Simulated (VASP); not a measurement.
# What goes wrong when NaCl (Halite) is relaxed with a bad input, part 2 of 2

Aim: see how common mistakes in a VASP relaxation show up, on NaCl (Halite). The starting structure is a measured crystal structure from the Crystallography Open Database. The first relaxation on each setting starts from this cell expanded by 3 % in volume.

VASP 6.6.1.

Results so far: reference 21.94 Å³ an atom; the cell held fixed (ISIF = 2) 23.11 Å³ an atom.

## Step 5: Relaxation with a functional's name that the tag doesn't take

Level of this step: the functional as typed; plane waves and PAW (Cl, Na_pv) (VASP).

A slip made on purpose: a functional's name that the tag doesn't take. Against step 2 the input has GGA = PBESOL (also changed: NELM).

INCAR reads:

```
SYSTEM = NaCl
PREC = Accurate
ENCUT = 450
EDIFF = 1E-06
NELM = 60
ISMEAR = 0
SIGMA = 0.03
LREAL = .FALSE.
ALGO = Normal
GGA = PBESOL
NBANDS = 13
LORBIT = 11
LWAVE = .FALSE.
LCHARG = .FALSE.
KPAR = 4
IBRION = 2
NSW = 50
ISIF = 3
EDIFFG = -0.006
```

POSCAR reads:

```
NaCl
1.0
    0.0000000000      2.8482053805      2.8482053805
    2.8482053805      0.0000000000      2.8482053805
    2.8482053805      2.8482053805      0.0000000000
Cl Na
1 1
Direct
    0.5000000000      0.5000000000      0.5000000000
    0.0000000000      0.0000000000      0.0000000000
```

KPOINTS reads:

```
Automatic mesh
0
Gamma
6 6 6
0 0 0
```

Potentials, in the order of the species: Cl and Na_pv (PBE family, release 64).

The run is started by

```console
> mpirun -np 4 vasp_std
```

The program printed:

```text
[banner, memory and clock lines left out]
running    4 mpi-ranks, on    1 nodes
[...]
|                                                                             |
|     EEEEEEE  RRRRRR   RRRRRR   OOOOOOO  RRRRRR      ###     ###     ###     |
|     E        R     R  R     R  O     O  R     R     ###     ###     ###     |
|     E        R     R  R     R  O     O  R     R     ###     ###     ###     |
|     EEEEE    RRRRRR   RRRRRR   O     O  RRRRRR       #       #       #      |
|     E        R   R    R   R    O     O  R   R                               |
|     E        R    R   R    R   O     O  R    R      ###     ###     ###     |
|     EEEEEEE  R     R  R     R  OOOOOOO  R     R     ###     ###     ###     |
|                                                                             |
|     Error: One of the selected functionals does not exist.                  |
|                                                                             |
|       ---->  I REFUSE TO CONTINUE WITH THIS SICK JOB ... BYE!!! <----       |
|                                                                             |

1
1
1
1
```

Elapsed: 3.8 s, on 4 MPI ranks of Intel Xeon 6975P-C (Granite Rapids), shared host.

VASP stopped with this message: “Error: One of the selected functionals does not exist”.

## Step 6: Relaxation with low precision and a small cutoff

A slip made on purpose: low precision and a small cutoff. Against step 2 the input has PREC = Low and ENCUT = 210 (also changed: NELM).

Changes to INCAR since step 5:

```diff
@@ -1,4 +1,4 @@
 SYSTEM = NaCl
-PREC = Accurate
-ENCUT = 450
+PREC = Low
+ENCUT = 210
 EDIFF = 1E-06
@@ -9,3 +9,3 @@
 ALGO = Normal
-GGA = PBESOL
+GGA = PS
 NBANDS = 13
```

POSCAR is that of step 5.

KPOINTS is that of step 5.

The run is started by

```console
> mpirun -np 4 vasp_std
```

The program printed:

```text
[... set-up lines as in an earlier step ...]
 entering main loop
       N       E                     dE             d eps       ncg     rms          rms(c)
DAV:   1     0.603367484323E+02    0.60337E+02   -0.47140E+03   437   0.549E+02
DAV:   2    -0.369639247087E+01   -0.64033E+02   -0.61711E+02   476   0.183E+02
DAV:   3    -0.699799120452E+01   -0.33016E+01   -0.32943E+01   506   0.431E+01
DAV:   4    -0.702900683471E+01   -0.31016E-01   -0.31009E-01   506   0.465E+00
[...]
DAV:  11    -0.689230401983E+01    0.13962E-04   -0.18185E-05   501   0.251E-02    0.211E-02
DAV:  12    -0.689230871257E+01   -0.46927E-05   -0.33022E-06   476   0.127E-02    0.361E-03
DAV:  13    -0.689230925500E+01   -0.54243E-06   -0.95377E-08   283   0.222E-03
   1 F= -.68923093E+01 E0= -.68923093E+01  d E =-.689231E+01
[...]
DAV:   1    -0.201735741680E+02   -0.13281E+02   -0.25151E+02   486   0.171E+02BRMIX: very serious problems
[...]
BRMIX: very serious problems
[...]
BRMIX: very serious problems
[... from here on, the cycles between the ionic steps are left out ...]
   2 F= -.70251201E+01 E0= -.70251201E+01  d E =-.132811E+00
[...]
DAV:   1    -0.103809103155E+02   -0.33558E+01   -0.72230E+01   481   0.131E+02BRMIX: very serious problems
   3 F= -.73961723E+01 E0= -.73961723E+01  d E =-.503863E+00
   4 F= -.73964801E+01 E0= -.73964801E+01  d E =-.504171E+00
[...]
reached required accuracy - stopping structural energy minimisation
```

It took 1.6 s on 4 MPI ranks; peak memory 0.36 GiB.

OUTCAR, selected parts (step 6):

```text
  Total        0.0029111      0.0029111      0.0029111      0.0000000     -0.0000000      0.0000000
  in kB        0.1242218      0.1242218      0.1242218      0.0000000     -0.0000000      0.0000000
  external PRESSURE =       0.1242218 kB  Pullay stress =       0.0000000 kB

 POSITION                                       TOTAL-FORCE (eV/Angst)
 -----------------------------------------------------------------------------------
      2.65775      2.65775      2.65775         0.000000     -0.000000      0.000000
      5.31551      2.65775      2.65775        -0.000000      0.000000     -0.000000
 -----------------------------------------------------------------------------------
    total drift:                                0.000000      0.000000      0.000000

  FREE ENERGIE OF THE ION-ELECTRON SYSTEM (eV)
  ---------------------------------------------------
  free  energy   TOTEN  =        -7.3964801436 eV

  energy  without entropy=       -7.3964801436  energy(sigma->0) =       -7.39648014

[... 2 parts as in an earlier step ...]

[... 2 further parts left out ...]
[key lines of the parts left out:]
E-fermi :   0.5892
```

With low precision and a small cutoff the cell ends at 18.773 Å³ an atom, -14.42 % from the reference.

## Step 7: All runs side by side

```
                                          run            ended  volume (Å³/atom)  change (%)  bulk modulus (GPa)  pressure left (GPa)  core minutes
                                    reference        converged            21.938           -                26.3                -0.02         0.573
                          too few ionic steps    not converged                 -           -                   -                    -          0.28
               the cell held fixed (ISIF = 2)        converged            23.105        5.32                   -                -1.25           0.2
a functional's name that the tag doesn't take  stopped by VASP                 -           -                   -                    -         0.253
             low precision and a small cutoff        converged            18.773      -14.42                   -                 0.01         0.107
```

Core minutes are wall time times ranks, summed over the relaxations behind a row (those for a bulk modulus apart), on shared hosts.

## Step 8: Results

```
volume of the reference                                        : 21.94 Å³/atom
volume against the reference, the cell held fixed (ISIF = 2)   : +5.32 %
volume against the reference, low precision and a small cutoff : -14.42 %
run with too few ionic steps                                   : not converged
run with a functional's name that the tag doesn't take         : stopped by VASP
```

In words: VASP stopped by itself in the run with a functional's name that the tag doesn't take. The run with too few ionic steps didn't converge. Finished, but with signs in the output that stand out against the reference: the cell held fixed (ISIF = 2), with the volume kept at the input's, +5.3 % from the reference (signs: a stress of up to 1.3 GPa); low precision and a small cutoff, with the volume changed by -14.4 % (signs: a warning on the charge density and -18.0 GPa at the first ionic step (of the first relaxations, not shown; reference: -1.3 GPa)). The reference was restarted once and the runs with a slip weren't, so their cells may not have settled fully. Further runs on this material are not shown.

[Lines on the potential files, build, host, timing and source positions are cut from VASP's logs without a mark.]

[Logs are printed without paths, hosts, clocks, repeated set-up lines and the standing remarks that a program may print on its own settings, such as how far it seeks lower states.]

[Hosts, paths, dates, database ids (printed as entryN), source tags and the programs' standing remarks are cut or masked in the printed files.]
